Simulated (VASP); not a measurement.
OSZICAR of a VASP run on CdTe (zinc blende):

### OSZICAR
```
       N       E                     dE             d eps       ncg     rms          rms(c)
DAV:   1     0.115589692415E+03    0.11559E+03   -0.60754E+03  2866   0.323E+02
DAV:   2    -0.449034731707E+00   -0.11604E+03   -0.10402E+03  3275   0.117E+02
DAV:   3    -0.571275872637E+01   -0.52637E+01   -0.52212E+01  3351   0.264E+01
DAV:   4    -0.574429788472E+01   -0.31539E-01   -0.31532E-01  3235   0.201E+00
DAV:   5    -0.574470619662E+01   -0.40831E-03   -0.40831E-03  3326   0.216E-01    0.567E+00
DAV:   6    -0.551033510803E+01    0.23437E+00   -0.13872E-01  3521   0.338E+00    0.439E+00
DAV:   7    -0.548991247839E+01    0.20423E-01   -0.36465E-02  3369   0.763E-01    0.195E+00
DAV:   8    -0.548900209224E+01    0.91039E-03   -0.91021E-03  3233   0.474E-01    0.257E-01
DAV:   9    -0.548893384830E+01    0.68244E-04   -0.21459E-04  3297   0.760E-02    0.134E-01
DAV:  10    -0.548897721599E+01   -0.43368E-04   -0.82975E-05  3231   0.265E-02    0.287E-02
DAV:  11    -0.548898672595E+01   -0.95100E-05   -0.61317E-06  3305   0.776E-03    0.946E-03
DAV:  12    -0.548899150577E+01   -0.47798E-05   -0.29699E-06  3221   0.489E-03    0.465E-03
DAV:  13    -0.548899166473E+01   -0.15896E-06   -0.10563E-07  3393   0.120E-03    0.122E-03
DAV:  14    -0.548899164141E+01    0.23313E-07   -0.63972E-08  3168   0.778E-04
   1 F= -.54889916E+01 E0= -.54889916E+01  d E =-.201355E-12
 imaginary and real dielectric function
```

**Question.** Which electronic solver shows in the log?

**Answer.** It is blocked Davidson (ALGO = Normal, or the opening steps of other solvers). The INCAR had ALGO = Normal.

**Question.** Can the final energy be trusted as converged?

**Answer.** Self-consistency was reached. It stopped with EDIFF = 1E-7, NELM = 100 (PBEsol GGA, plane waves, VASP's PBE PAW potentials (set 64)). The dielectric response may not be converged in the k-mesh; for small gaps it tends to come out too large.

The compound is CdTe in the zinc blende structure. It was relaxed first.
